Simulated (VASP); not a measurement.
Data:

```xyz
2
Lattice="0.0000 2.6227 2.6227 2.6227 0.0000 2.6227 2.6227 2.6227 0.0000" Properties=species:S:1:pos:R:3 pbc="T T T"
Ag     0.0000     0.0000     0.0000
Cl     2.6227     2.6227     2.6227
```

Calculation: LDA (Ceperley-Alder, Perdew-Zunger), VASP's LDA PAW potentials (set 64) (plane waves; VASP 6.6.1). Run with 520 eV cut-off, 9×9×9 Γ-centred mesh, Gaussian smearing of 0.050 eV, potentials Ag Cl.

### Question
Predict the energy per atom (σ→0), pressure.

### Answer

The energy per atom (σ→0) is -3.379 eV/atom and the pressure is 50.5 kbar.

The compound is AgCl in the rock salt structure. This cell is one point of a volume scan, at 0.94 of the reference volume.
